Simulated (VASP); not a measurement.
Input:

```yaml
crystal:
  lattice:
    - [0.00000, 2.35876, 2.35876]
    - [2.35876, 0.00000, 2.35876]
    - [2.35876, 2.35876, 0.00000]
  atoms:
    - { symbol: Cd, position: [0.00000, 0.00000, 0.00000] }
    - { symbol: O, position: [0.50000, 0.50000, 0.50000] }
```

Calculation: vdW-DF-cx, VASP's PBE PAW potentials (set 64) (plane waves; VASP). Settings: 520 eV cut-off, 15×15×15 Γ-centred mesh, tetrahedra with Blöchl corrections, potentials Cd O.

Q: Estimate the energy per atom (σ→0), band gap (on the k-mesh) with the smallest direct gap where there is one.

A: 
```
Property                                                     Value
------------------------  ----------------------------------------
band gap (on the k-mesh)  none (metal, semimetal or under 0.01 eV)
energy per atom (σ→0)                               -1.588 eV/atom
```

Total energies compare only between runs with the same potentials, cut-off and functional.

The compound is CdO in the rock salt structure. It was relaxed first.
